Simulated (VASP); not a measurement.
# YTe2: relaxation of the atoms with revPBE

The system is YTe2, a sheet with vacuum.

```xyz
3
Lattice="3.2893 0.0000 0.0000 0.0000 3.2893 0.0000 0.0000 0.0000 37.0594" Properties=species:S:1:pos:R:3 pbc="T T T"
Y     0.0000    0.0000   10.5000
Te    0.0000    0.0000   13.5037
Te    0.0000    0.0000    7.4960
```

The cell was built by a generator and needn't be a form met in nature.

| Property | Result |
| --- | --- |
| Program | VASP 6.6.1 |
| Task | relaxation of the atoms |
| Functional | revPBE |
| Potentials or basis | VASP PAW PBE potentials, release 64 (Y_sv, Te) |
| Cutoff | 520 eV |
| k mesh | 8 × 8 × 1 |
| Occupations | fermi-dirac, width 0.05 eV |
| Spin | no spin polarisation |
| Dipole correction | yes |
| Atoms held fixed (from 0) | [0] |
| Further INCAR settings | ALGO = Normal; EDIFF = 1e-07; IBRION = 2; EDIFFG = -0.01; NSW = 40 |

* Energy gained by relaxing: 3.6 meV/atom
* Ionic steps: 4
* Band gap on the k mesh: none (metal or under the smearing width)

The path:
```tsv
step	energy change (eV)	largest force (eV/Å)	pressure (GPa)
1	0.0000	0.2031	0.21
2	-0.0036	0.1640	0.17
3	-0.0099	0.0546	0.06
4	-0.0107	0.0042	0.01
```

Final structure:
```cif
data_structure
_symmetry_space_group_name_H-M 'P 1'
_symmetry_Int_Tables_number 1
_cell_length_a 3.2893
_cell_length_b 3.2893
_cell_length_c 37.0594
_cell_angle_alpha 90.000
_cell_angle_beta 90.000
_cell_angle_gamma 90.000
_cell_volume 400.95
loop_
_atom_site_label
_atom_site_type_symbol
_atom_site_fract_x
_atom_site_fract_y
_atom_site_fract_z
_atom_site_occupancy
Y1 Y 0.00000 0.00000 0.28333 1
Te1 Te 0.00000 0.00000 0.36583 1
Te2 Te 0.00000 0.00000 0.20083 1
```

Levels at points of the mesh, in eV from the Fermi level:
| k point | band 9 | band 10 | band 11 | band 12 | band 13 | band 14 |
| --- | --- | --- | --- | --- | --- | --- |
| (0.00, 0.00, 0.00) | -1.93 | -0.19 | 1.45 | 1.45 | 1.66 | 1.66 |
| (0.50, 0.00, 0.00) | -2.48 | -1.63 | -0.16 | 0.22 | 1.32 | 2.53 |
| (0.50, 0.50, 0.00) | -3.38 | -3.38 | -1.23 | -1.16 | -0.24 | 1.30 |

It took 3.2 min on 1 thread of Intel(R) Xeon(R) 6975P-C (Granite Rapids), on a shared host, peak memory 0.51 GiB.

Caveat: the PAW data sets were made with another functional, which shifts forces and pressure a little. The run has no spin-orbit coupling, so splittings on Te are missing.
